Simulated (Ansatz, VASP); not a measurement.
## GeTe4PbAu2: VASP beside Ansatz

One calculation is typed for both programs; each brings its own data sets. How far apart do they land? The cell is invented: As first built, before any earlier steps moved the atoms or strained the cell (in the runner's words): it takes the ZnCu2GeTe4 structure with some of its atoms replaced by other elements, volume scaled by an estimate. It may not be a known or stable phase. The cell is taken from a series of runs on this material, whose earlier steps may have relaxed, scaled, displaced or heated it; both programs get it as it stands. Valence electrons are named where the data sets of a main pair hold unlike numbers.

Main program and level: Ansatz 0.2.0; plane waves, with VASP 6.6.1 beside it; PBEsol.

### 1. The starting structure

Symmetry: I-42m, No. 121, tetragonal system. Conventional cell: a = 6.749 Å, b = 6.749 Å, c = 12.247 Å, α = 90.00°, β = 90.00°, γ = 90.00°. Pb has 4 Te at 3.17 Å nearest. Au has 4 Te at 2.77 Å nearest. Te has 1 Ge at 2.68 Å and 2 Au at 2.77 Å and 1 Pb at 3.17 Å nearest. Nearest to Ge lie 4 Te at 2.68 Å. As first built, before any earlier steps moved the atoms or strained the cell (in the runner's words): sites of the ZnCu2GeTe4 structure (space group 121) filled with other elements, volume scaled by an estimate. Farther neighbours and most contacts between anions are not listed.

### 2. Ansatz: single point, PBEsol

Ansatz runs on its default PAW (the set named soft_2) files.

A single point takes one fixed geometry, so differences don't come from the geometry; what else differs is listed under the comparison.

File input.yaml:

```yaml
crystal:
  lattice:
    - [6.74884163, 0.0, 0.0]
    - [0.0, 6.74884163, 0.0]
    - [0.0, 0.0, 12.24653234]
  atoms:
    - { symbol: Pb, position: [0.0, 0.0, 0.0] }
    - { symbol: Pb, position: [0.5, 0.5, 0.5] }
    - { symbol: Au, position: [0.0, 0.5, 0.25] }
    - { symbol: Au, position: [0.5, 0.0, 0.75] }
    - { symbol: Au, position: [0.0, 0.5, 0.75] }
    - { symbol: Au, position: [0.5, 0.0, 0.25] }
    - { symbol: Te, position: [0.2815438716, 0.2815438716, 0.1377756043] }
    - { symbol: Te, position: [0.2815438716, 0.7184561284, 0.8622243957] }
    - { symbol: Te, position: [0.7184561284, 0.7184561284, 0.1377756043] }
    - { symbol: Te, position: [0.7184561284, 0.2815438716, 0.8622243957] }
    - { symbol: Te, position: [0.7815438716, 0.7815438716, 0.6377756043] }
    - { symbol: Te, position: [0.7815438716, 0.2184561284, 0.3622243957] }
    - { symbol: Te, position: [0.2184561284, 0.2184561284, 0.6377756043] }
    - { symbol: Te, position: [0.2184561284, 0.7815438716, 0.3622243957] }
    - { symbol: Ge, position: [0.5, 0.5, 0.0] }
    - { symbol: Ge, position: [0.0, 0.0, 0.5] }
hamiltonian:
  xc: pbesol
  pseudopotentials: { kind: paw }
kpoints:
  mp_grid: { grid: [4, 4, 2] }
scf:
  occupations: { method: tetrahedron }
output:
  forces: true
  stress: true
```

The run is started by

```console
$ ansatz run input.yaml --threads 4 --pin off --max-ram 9216MiB --backend cpu --events-out ev --progress --plain --runs-dir out
```

Numbers of over 12 decimals in the logs are rounded to 6 here.

The log of the run:

```text
Warning: output.forces, output.stress, relax.cell or npt_langevin: where a Kohn–Sham band that disperses or a degenerate level is filled in part under the method tetrahedron, the forces or the stress that this run publishes need not agree with its energy (scf.occupations.method in the input reference, under Limitations); prefer a smearing scheme for the forces or the stress
band count auto-derived: 159 (N_el = 260.0; filled up to band 130; 156 by the electrons, moments and atoms)
Engine: ansatz 0.2.0, aarch64-unknown-linux-gnu
Pseudopotentials: kind: paw
Pseudopotential: Pb, paw, valence charge 14, recommended cutoff 420 eV (normal), Pb.paw.azcp
Pseudopotential: Au, paw, valence charge 19, recommended cutoff 420 eV (normal), Au.paw.azcp
Pseudopotential: Te, paw, valence charge 16, recommended cutoff 420 eV (normal), Te.paw.azcp
Pseudopotential: Ge, paw, valence charge 14, recommended cutoff 420 eV (normal), Ge.paw.azcp
Functional definition: PBEsol
  exchange = pbesol_x
  correlation = pbesol_c
Crystal: 16 atoms, lattice volume = 557.791 Å³
Basis set: ecut = 420 eV, 10897 PW (Γ), exchange–correlation on 96×96×180 points (8 copies of the dense FFT grid, shifted against one another)
Bands: 159, of which v1, the nominal top of the filled ones, is band 130 counted from 1 (129 counted from 0)
Symmetry: 16 space group operations
Space group: I-42m (ITA 121), of the structure as read, at distance tolerance 8.2e-5 Å
k-points: 12 of 32
Non-local potential: Pb, projectors of the file, l = 0: 2, l = 1: 2, l = 2: 2, l = 3: 2
Non-local potential: Au, projectors of the file, l = 0: 3, l = 1: 2, l = 2: 2, l = 3: 1
Non-local potential: Te, projectors of the file, l = 0: 2, l = 1: 2, l = 2: 2, l = 3: 2
Non-local potential: Ge, projectors of the file, l = 0: 2, l = 1: 2, l = 2: 3, l = 3: 1
PAW form: soft (Blöchl's): semilocal exchange-correlation on the pseudo side does not see the compensation charge
PAW frozen core: Pb, regenerated for the run's functional, and the local potential with it (the file was generated under x = pbe(κ = 0.804, μ = 0.219515), c = pbe(β = 0.066725))
PAW frozen core: Au, regenerated for the run's functional, and the local potential with it (the file was generated under x = pbe(κ = 0.804, μ = 0.219515), c = pbe(β = 0.066725))
PAW frozen core: Te, regenerated for the run's functional, and the local potential with it (the file was generated under x = pbe(κ = 0.804, μ = 0.219515), c = pbe(β = 0.066725))
PAW frozen core: Ge, regenerated for the run's functional, and the local potential with it (the file was generated under x = pbe(κ = 0.804, μ = 0.219515), c = pbe(β = 0.066725))
PAW one-centre angular grid: Pb, 590 points (default); XC on 64 Gauss nodes
PAW one-centre angular grid: Au, 590 points (default); XC on 64 Gauss nodes
PAW one-centre angular grid: Te, 590 points (default); XC on 64 Gauss nodes
PAW one-centre angular grid: Ge, 590 points (default); XC on 64 Gauss nodes
Initial density: superposition of atomic densities (neutral atoms: chi_scale 0, normalization atom), corrected by the library's trained network
Initial wavefunctions: pseudopotential atomic-orbital guess
Functional: x = pbesol(κ = 0.804, μ = 0.123457), c = pbesol(β = 0.046)
SCF iter   1: F=—  HF=-139256.959705 eV  |F-HF|=—  |Δ(HF+E_count)|=         —  Δρ=3.12e-3  dr2=6.17e-2  ethr=1.77e-3  ⟨swp⟩=6.2  Hψ=7211  notcnv=0  defer=75
preconditioner: auto → none  [metal: no gap  n_scr=132 (ndim 8)  ℏωp=17.8 eV  f_vac=0.150  sad-step TF]
SCF iter   2: F=—  HF=-139256.952386 eV  |F-HF|=—  |Δ(HF+E_count)|=   7.32e-3  Δρ=1.80e-3  dr2=2.25e-2  ethr=2.37e-5  ⟨swp⟩=2.1  Hψ=3166  notcnv=0  defer=267
SCF iter   3: F=—  HF=-139256.955953 eV  |F-HF|=—  |Δ(HF+E_count)|=   3.57e-3  Δρ=5.14e-4  dr2=3.42e-3  ethr=8.64e-6  ⟨swp⟩=3.0  Hψ=2679  notcnv=0  defer=267
SCF iter   4: F=—  HF=-139256.954251 eV  |F-HF|=—  |Δ(HF+E_count)|=   1.70e-3  Δρ=2.98e-4  dr2=1.47e-3  ethr=1.32e-6  ⟨swp⟩=3.5  Hψ=2693  notcnv=0  defer=267
SCF iter   5: F=—  HF=-139256.954686 eV  |F-HF|=—  |Δ(HF+E_count)|=   4.36e-4  Δρ=9.77e-5  dr2=8.25e-5  ethr=5.64e-7  ⟨swp⟩=2.9  Hψ=2299  notcnv=0  defer=267
SCF iter   6: F=—  HF=-139256.954711 eV  |F-HF|=—  |Δ(HF+E_count)|=   2.44e-5  Δρ=4.60e-5  dr2=2.35e-5  ethr=3.17e-8  ⟨swp⟩=3.0  Hψ=2747  notcnv=0  defer=267
SCF iter   7: F=—  HF=-139256.954750 eV  |F-HF|=—  |Δ(HF+E_count)|=   3.96e-5  Δρ=1.69e-5  dr2=1.46e-6  ethr=9.05e-9  ⟨swp⟩=2.9  Hψ=2667  notcnv=0  defer=267
SCF iter   8: F=—  HF=-139256.954744 eV  |F-HF|=—  |Δ(HF+E_count)|=   6.88e-6  Δρ=6.96e-6  dr2=6.28e-7  ethr=5.62e-10  ⟨swp⟩=3.0  Hψ=3159  notcnv=0  defer=267
SCF iter   9: F=-139256.954750 eV  HF=-139256.954750 eV  |F-HF|=1.31e-8  |Δ(HF+E_count)|=   6.00e-6  Δρ=1.74e-6  dr2=1.63e-8  ethr=3.85e-11  ⟨swp⟩=7.5  Hψ=9195  notcnv=0
SCF 1 converged in 9 iterations: F = -139256.954750 eV  dr2 = 1.63e-8
  greatest PAW one-centre occupation: 1.001 electrons in one spin orbital (limit 2), on the Au atom at site 5 (counted from 0), in its partial waves of l = 0
SCF converged after 9 iterations
Stability not checked: this state was not tested for a lower state beside it, because cold or Methfessel-Paxton smearing, or corrected tetrahedra, fill the levels in a way that the test cannot read (fill_not_monotonic; see scf.lower_state_search)
Free energy (F): -139256.954750 eV
Harris-Foulkes:  -139256.954750 eV  (|F-HF|=1.31e-8)
Internal energy: -139256.953554 eV  (E = F + TS)
E sigma→0 (E₀):  -139256.954750 eV
Entropy (-TS):   -0.001196 eV (-0.075 meV/atom)
Fermi energy:    7.599304 eV
--- Per-component energies (eV) ---
  E_band       = -4537.976551
  E_kinetic    = 4655.136227
  E_local      = -32458.128717  (includes V_loc(G=0)·N_el)
  E_nonlocal   = -609.545715
  E_hartree    = 15989.485530
  E_xc         = -2471.660724
  E_vxc        = -2313.486482  (∫ρ·V_xc dr)
  E_paw        = -99408.701901  (= ΣΔE_a)
  E_vpaw       = -5790.920689  (= ΣTr[D̂ρ^β])
  E_aug_tail   = 0.004507  (compensation charges beyond the density's cutoff)
  E_ewald      = -24959.739305
  E_core_change = 6.196544  (= ΣΔE_core)
  E_smearing   = -0.001196  (= −TS)
  E_closure    = 0.000000  (closes the sum)
  Σ components = -139256.954750   (vs F -139256.954750, Δ=0.00e0)
--- Forces (eV/Å), atoms counted from 1 ---
  atom   1  Pb    -0.00000000    -0.00000000     0.00000000
  atom   2  Pb    -0.00000000    -0.00000000     0.00000000
  atom   3  Au     0.00000000     0.00000000     0.00000000
  atom   4  Au     0.00000000     0.00000000     0.00000000
  atom   5  Au     0.00000000    -0.00000000    -0.00000000
  atom   6  Au     0.00000000    -0.00000000    -0.00000000
  atom   7  Te     0.03998954     0.03998954     0.06908528
  atom   8  Te     0.03998954    -0.03998954    -0.06908528
  atom   9  Te    -0.03998954    -0.03998954     0.06908528
  atom  10  Te    -0.03998954     0.03998954    -0.06908528
  atom  11  Te     0.03998954     0.03998954     0.06908528
  atom  12  Te     0.03998954    -0.03998954    -0.06908528
  atom  13  Te    -0.03998954    -0.03998954     0.06908528
  atom  14  Te    -0.03998954     0.03998954    -0.06908528
  atom  15  Ge    -0.00000000    -0.00000000    -0.00000000
  atom  16  Ge    -0.00000000    -0.00000000    -0.00000000
  max |Σ_I F_I| component: 2.95e-17 eV/Å
--- Stress (GPa, compression-positive) ---
       -2.358759       0.000000       0.000000
        0.000000      -2.358759       0.000000
       -0.000000       0.000000      -2.111393
  P = ⅓ Tr σ = -2.2763 GPa (-22.763 kbar)
--- Band table (eV; the first three rows and the last of 12) ---
  k-point 0: bands = [... 126 lower, 6.9084, 7.3985, 7.3985, 7.4187, 7.6788, 8.1132, 8.2968, 8.4885, ... 25 higher]
  k-point 1: bands = [... 126 lower, 6.9134, 6.9134, 7.0158, 7.0158, 8.2084, 8.2084, 8.4616, 8.4616, ... 25 higher]
  k-point 2: bands = [... 126 lower, 6.8218, 7.1182, 7.2652, 7.3834, 8.1134, 8.5510, 8.5517, 8.7902, ... 25 higher]
  k-point 11: bands = [... 126 lower, 6.7808, 6.7808, 6.9604, 6.9604, 7.4955, 7.4955, 9.4077, 9.4077, ... 25 higher]
```

In the SCF lines HF is the Harris–Foulkes energy and dr2 the Hartree energy of the density residual, in eV; the loop may stop once dr2 is under the threshold and the program's other checks hold. Hψ counts applications of the Hamiltonian.

The run ends at a pressure of -2.28 GPa, with forces up to 0.089 eV/Å.

[end of part 1 of 2]

[Lines on the potential files, build, host, timing and source positions are cut from VASP's logs without a mark.]

[Logs are printed without paths, hosts, clocks, repeated set-up lines and the standing remarks that a program may print on its own settings, such as how far it seeks lower states.]

[Hosts, paths, dates, database ids (printed as entryN), source tags and the programs' standing remarks are cut or masked in the printed files.]
